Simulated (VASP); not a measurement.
Input for VASP

File KPOINTS:
```
Automatic
0
Gamma
  15 15 15
0 0 0
```

**INCAR**
```
SYSTEM = Ag
PREC = Accurate
ENCUT = 520
EDIFF = 1E-7
NELM = 100
ALGO = Normal
LREAL = .FALSE.
LASPH = .TRUE.
ISMEAR = 1
SIGMA = 0.1
GGA = ML
ZAB_VDW = -1.8867
LUSE_VDW = .TRUE.
AGGAC = 0.0
LMAXMIX = 4
LWAVE = .FALSE.
LCHARG = .FALSE.
ISIF = 2
```

**POSCAR**
```
Ag
1
    0.0000000000     2.1769901430     2.1769901430
    2.1769901430     0.0000000000     2.1769901430
    2.1769901430     2.1769901430     0.0000000000
Ag
1
Direct
  0.0000000000   0.0000000000   0.0000000000
```

POTCAR, in this order: Ag (PBE.64 set). Program: vasp_std.

Q: Write an equivalent input for Quantum ESPRESSO's pw.x.

A: One equivalent input (not run):
```
&CONTROL
  calculation = 'scf'
  pseudo_dir = './pseudo'
  outdir = './out'
  tprnfor = .true.
  tstress = .true.
/
&SYSTEM
  ibrav = 0
  nat = 1
  ntyp = 1
  ecutwfc = 82
  occupations = 'smearing'
  smearing = 'methfessel-paxton'
  degauss = 0.00735
  input_dft = 'vdw-df2'
/
&ELECTRONS
  conv_thr = 7.3e-09
  electron_maxstep = 100
/
ATOMIC_SPECIES
  Ag 107.868 Ag.upf
CELL_PARAMETERS angstrom
     0.0000000    2.1769901    2.1769901
     2.1769901    0.0000000    2.1769901
     2.1769901    2.1769901    0.0000000
ATOMIC_POSITIONS crystal
  Ag   0.0000000  0.0000000  0.0000000
K_POINTS automatic
  15 15 15 0 0 0
```
What does not carry over: the potentials are each code's own (VASP's PAW set, PseudoDojo norm-conserving files in pw.x), so ENCUT and ecutwfc are chosen apart and not converted; conv_thr bounds pw.x's estimated SCF error, while EDIFF bounds the energy change between steps.

The compound is Ag in the fcc structure. This cell is one point of a volume scan, at 1.03 of the reference volume.
